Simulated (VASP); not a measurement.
Calculation: PBEsol GGA, VASP's PBE PAW potentials (set 64) (plane waves; VASP).

A VASP calculation is set up with these files.

File KPOINTS:
```
Automatic mesh
0
Gamma
3 3 3
0 0 0
```

INCAR:
```
ALGO=Normal
EDIFF=1E-6
ENCUT=300
GGA=PS
ISIF=2
ISMEAR=0
LASPH=.TRUE.
LCHARG=.FALSE.
LMAXMIX=4
LREAL=.FALSE.
LWAVE=.FALSE.
NELM=100
PREC=Accurate
SIGMA=0.136
SYSTEM=Bi4Te3
```

POSCAR:
```
Bi4Te3
1
    2.2255000000     1.2848930000    13.9626670000
   -2.2255000000     1.2848930000    13.9626670000
    0.0000000000    -2.5697860000    13.9626670000
Bi Te
4 3
Direct
  0.7171670000   0.7171670000   0.7171670000
  0.2828330000   0.2828330000   0.2828330000
  0.1460000000   0.1460000000   0.1460000000
  0.8540000000   0.8540000000   0.8540000000
  0.0000000000   0.0000000000   0.0000000000
  0.4260330000   0.4260330000   0.4260330000
  0.5739670000   0.5739670000   0.5739670000
```

POTCAR, in this order: Bi_d Te (PBE.64 set). Program: vasp_std.

At this cut-off the stress carries a Pulay error, which pulls relaxed volumes low.

**Question.** Estimate the energy per atom (σ→0), pressure, largest force.

**Answer.** 
```json
{
  "energy per atom (σ→0)": "-4116 meV/atom",
  "pressure": "-1.81 GPa",
  "largest_force": "0.481 eV/Å"
}
```

File OSZICAR:
```
...
DAV:   7    -0.288373140965E+02   -0.98337E-02   -0.42100E-01   664   0.307E+00    0.147E+00
DAV:   8    -0.288154968611E+02    0.21817E-01   -0.13741E-01   672   0.148E+00    0.491E-01
DAV:   9    -0.288149006512E+02    0.59621E-03   -0.21971E-02   626   0.640E-01    0.275E-01
DAV:  10    -0.288147695121E+02    0.13114E-03   -0.49219E-03   664   0.376E-01    0.792E-02
DAV:  11    -0.288147413132E+02    0.28199E-04   -0.10149E-03   656   0.146E-01    0.389E-02
DAV:  12    -0.288147464457E+02   -0.51325E-05   -0.89167E-05   658   0.452E-02    0.257E-02
DAV:  13    -0.288147455853E+02    0.86049E-06   -0.99717E-06   664   0.136E-02
   1 F= -.28814746E+02 E0= -.28814468E+02  d E =-.555351E-03
```

The structure comes from a measured Bi4Te3 entry of the Crystallography Open Database, whose conditions weren't checked. The cell was not relaxed at this level. The k-mesh is coarse (spacing up to 0.55 per Å, 2π included), so the numbers may not be converged in it.
